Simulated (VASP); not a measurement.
Wanted: the native input for a VASP 6.6.1 run.

```yaml
Task: relaxation of the atoms
Functional: PBE
Dispersion: D3(BJ)
Potentials_or_basis: VASP PAW PBE potentials, release 64 (K_sv)
Cutoff: 400 eV
k_mesh: 1 × 1 × 1
Occupations: gaussian, width 0.01 eV
Spin: collinear spin, ferromagnetic start
Starting_moments: "[0.5] μB"
Fixed_moment: 1 μB
Atoms_held_fixed_from_0: "[0]"
Further_INCAR_settings: ALGO = Normal; EDIFF = 1e-06; ISYM = 0; IBRION = 2; EDIFFG = -0.03; NSW = 120
```

The structure of K lies in POSCAR:

```
K
1.0
   10.5000000000      0.0000000000      0.0000000000
    0.0000000000     11.0000000000      0.0000000000
    0.0000000000      0.0000000000     11.5000000000
K
1
Selective dynamics
Direct
    0.5000000000      0.5045454545      0.5000000000  F F F
```

The input as run:

INCAR

```
SYSTEM = K
ALGO = Normal ; EDIFF = 1E-6
EDIFFG = -0.03 ; ENCUT = 400
GGA = PE ; IBRION = 2
ISIF = 2 ; ISMEAR = 0
ISPIN = 2 ; ISYM = 0
IVDW = 12 ; LASPH = .True.
LCHARG = .False. ; LORBIT = 11
LREAL = .False. ; LWAVE = .False.
MAGMOM = 0.5 ; NELM = 100
NSW = 120 ; NUPDOWN = 1
PREC = Accurate ; SIGMA = 0.01
```

KPOINTS

```
k-points
0
Gamma
  1 1 1
  0 0 0
```

Potentials or basis: VASP PAW PBE potentials, release 64 (K_sv).

The run is started by

```sh
$ cat potpaw_PBE.64/K_sv/POTCAR > POTCAR
$ mpirun -np 4 vasp_gam > vasp.out
```

It gave:

| Item | Value |
| --- | --- |
| Net moment | 1.00 μB per cell |
| Site moments | K +0.04 μB |
| Valence electrons inside the program's atomic spheres | K 7.52 |
| Dispersion energy per atom | -0.009 eV |

Caveat: the relaxation stopped at its first step, so nothing moved; the total moment is fixed, so each spin has its own Fermi level.

Wall time 43 s on 4 MPI ranks on Intel(R) Xeon(R) Platinum 8488C (Sapphire Rapids), on a shared host, peak memory 0.36 GiB a rank.
